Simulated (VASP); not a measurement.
Computed with rev-vdW-DF2, VASP's PBE PAW potentials (set 64) (plane waves; VASP).

VASP ran on this input.

### INCAR
```
IBRION = 2
ZAB_VDW = -1.8867
ISIF = 3   ! ions, shape and volume
PARAM2 = 0.7114
ENCUT = 520
LREAL = .FALSE.   ! projection in real space or not
ALGO = Normal   ! blocked Davidson
ISMEAR = 0   ! Gaussian
LASPH = .TRUE.   ! aspherical one-centre terms
AGGAC = 0.0
SIGMA = 0.05
LWAVE = .FALSE.
SYSTEM = GaAs
PREC = Accurate
NELM = 100   ! most electronic steps
LCHARG = .FALSE.
NSW = 60
LMAXMIX = 4
EDIFFG = -0.01
PARAM1 = 0.1234568
EDIFF = 1E-6   ! SCF stop (eV)
LUSE_VDW = .TRUE.
GGA = MK
```

File POSCAR:
```
GaAs
1
    0.0000000000     2.8250000000     2.8250000000
    2.8250000000     0.0000000000     2.8250000000
    2.8250000000     2.8250000000     0.0000000000
Ga As
1 1
Direct
  0.0000000000   0.0000000000   0.0000000000
  0.2500000000   0.2500000000   0.2500000000
```

KPOINTS:
```
Automatic
0
Gamma
 7 7 7
```

POTCAR, in this order: Ga_d As (PBE.64 set). Program: vasp_std.

Energy and stress use the plane-wave basis of the starting cell.

Task: What does the run give for the energy per atom (σ→0), volume per atom, band gap (on the k-mesh)?

Result: 
```json
{
 "energy per atom (σ→0)": "-1.950 eV/atom",
 "band gap (on the k-mesh)": "0.15 eV",
 "volume_per_atom": "23.33 Å^3/atom"
}
```

### OSZICAR
```
...
   5 F= -.39006568E+01 E0= -.39006461E+01  d E =-.802082E-05
       N       E                     dE             d eps       ncg     rms          rms(c)
DAV:   1    -0.390081879211E+01   -0.16197E-03   -0.20910E-03   685   0.916E-01    0.710E-02
DAV:   2    -0.390069824236E+01    0.12055E-03   -0.22349E-04   645   0.348E-01    0.326E-02
DAV:   3    -0.390066759354E+01    0.30649E-04   -0.39117E-05   690   0.125E-01    0.703E-03
DAV:   4    -0.390066466330E+01    0.29302E-05   -0.33028E-06   517   0.283E-02    0.244E-03
DAV:   5    -0.390066418324E+01    0.48006E-06   -0.22519E-07   260   0.766E-03
   6 F= -.39006642E+01 E0= -.39006507E+01  d E =-.153946E-04
```

The compound is GaAs in the zinc blende structure. This run relaxes it. Symmetry was kept, so distortions that lower it aren't found.
